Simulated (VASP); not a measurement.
The input files of a VASP run:

**INCAR**
```
ISMEAR  =  1
METAGGA  =  R2SCAN
PREC  =  Accurate
LWAVE  =  .FALSE.
ALGO  =  Normal
EDIFFG  =  -0.01   ! ionic stop
IBRION  =  2   ! conjugate gradients
SIGMA  =  0.1   ! width (eV)
NSW  =  60   ! most ionic steps
NELM  =  100   ! most electronic steps
LCHARG  =  .FALSE.
EDIFF  =  1E-6   ! SCF stop (eV)
LREAL  =  .FALSE.
SYSTEM  =  Y
LMIXTAU  =  .TRUE.
ISIF  =  3
LMAXMIX  =  4   ! l cut-off of mixed one-centre charges
LASPH  =  .TRUE.
ENCUT  =  480   ! plane-wave cut-off (eV)
```

**POSCAR**
```
Y
1.0
  3.6500000000   0.0000000000   0.0000000000
 -1.8250000000   3.1609930000   0.0000000000
  0.0000000000   0.0000000000   5.7300000000
Y
2
Cartesian
  1.8250018250   1.0536632797   4.2975000000
 -0.0000018250   2.1073297203   1.4325000000
```

### KPOINTS
```
Automatic
0
Gamma
10 10 6
0 0 0
```

POTCAR, in this order: Y_sv (PBE.64 set). Program: vasp_std.

Problem. Write an equivalent input for Ansatz.

Solution. One equivalent input (not run):
Ansatz 0.2 input:
```yaml
crystal:
  lattice:
    - [3.6500000, 0.0000000, 0.0000000]
    - [-1.8250000, 3.1609930, 0.0000000]
    - [0.0000000, 0.0000000, 5.7300000]
  atoms:
    - { symbol: Y, position: [0.6666670, 0.3333330, 0.7500000] }
    - { symbol: Y, position: [0.3333330, 0.6666670, 0.2500000] }
kpoints:
  mp_grid: { grid: [10, 10, 6] }
hamiltonian:
  xc: r2scan
  pseudopotentials: { kind: paw }
scf:
  occupations: { method: methfessel_paxton, width: 0.1 }
  max_iter: 100
relax:
  max_steps: 60
  f_tol: 0.01
  cell: {}
output: { forces: true, stress: true, eigenvalues: true }
```
The two are equivalent in intent, not identical: each code has its own PAW files, so the cut-off isn't converted (ENCUT is set for VASP's; basis.ecutwfc is left out, and Ansatz then takes the one that its files recommend); Ansatz stops its SCF on the density residual and VASP on the energy change (EDIFF).

The compound is Y in the hcp structure. This run relaxes it. Symmetry was kept, so distortions that lower it aren't found.
